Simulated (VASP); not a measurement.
Here is the system:

```
PtS2
1.0
    1.79031    -3.10090     0.00000
    1.79031     3.10090     0.00000
    0.00000     0.00000     4.71407
Pt S
1 2
Direct
  0.00000   0.00000   0.00000
  0.33333   0.66667   0.25700
  0.66667   0.33333   0.74300
```

Computed with vdW-DF-cx, VASP's PBE PAW potentials (set 64) (plane waves; VASP 6.6.1). Run with 520 eV cut-off, Gaussian smearing of 0.050 eV, potentials Pt S.

Unless said otherwise, spin-orbit coupling is left out, though it shifts the bands of the heavy elements here.

**Question.** Give the energies of bands 3 to 14 at the high-symmetry points, in eV from the valence-band maximum.

**Answer.** 
| band | Γ | M | K | A | L | H |
|---|---|---|---|---|---|---|
| 3 | -7.60 | -7.72 | -7.29 | -6.98 | -8.12 | -6.93 |
| 4 | -7.04 | -6.26 | -6.56 | -6.98 | -6.53 | -6.93 |
| 5 | -7.04 | -5.69 | -6.56 | -5.60 | -6.25 | -6.49 |
| 6 | -4.23 | -4.32 | -4.99 | -4.28 | -5.13 | -4.71 |
| 7 | -4.23 | -4.07 | -4.99 | -4.28 | -3.64 | -4.71 |
| 8 | -2.50 | -3.98 | -3.96 | -3.27 | -3.60 | -4.60 |
| 9 | -1.57 | -3.58 | -2.85 | -2.07 | -3.24 | -3.79 |
| 10 | -1.57 | -3.49 | -1.89 | -2.07 | -3.16 | -2.54 |
| 11 | 0.00 | -2.96 | -1.89 | -1.54 | -1.57 | -2.54 |
| 12 | 1.20 | 0.75 | 0.15 | 2.22 | 0.80 | 1.93 |
| 13 | 1.20 | 2.25 | 0.15 | 2.22 | 1.61 | 1.93 |
| 14 | 3.63 | 5.18 | 4.38 | 5.21 | 4.81 | 6.64 |

The gap is indirect, 0.02 eV, from the valence maximum at Γ to the conduction minimum at H-A at 0.56.

The compound is PtS2 in the 1T layered structure. It was relaxed first.
